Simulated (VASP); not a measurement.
```
CELL_PARAMETERS angstrom
      0.00000     3.35064     3.35064
      3.35064     0.00000     3.35064
      3.35064     3.35064     0.00000
ATOMIC_POSITIONS crystal
  K  0.00000 0.00000 0.00000
  Br 0.50000 0.50000 0.50000
```

The numbers are results of PBE GGA, VASP's PBE PAW potentials (set 64) (plane waves; VASP), not measurements. Run with 400 eV cut-off, 7×7×7 Γ-centred mesh, Gaussian smearing of 0.010 eV, potentials K_sv Br.

Task: Give the electronic dielectric tensor ε∞ (DFPT, local fields included).

Result: 
```
2.50  0.00  0.00
0.00  2.50  0.00
0.00  0.00  2.50
```

Task: Give the Born effective charges.

Result: 
```csv
atom,Z*xx,Z*yy,Z*zz,mean
K1,1.14,1.14,1.14,1.14
Br2,-1.14,-1.14,-1.14,-1.14
```

The compound is KBr in the rock salt structure. It was relaxed first.
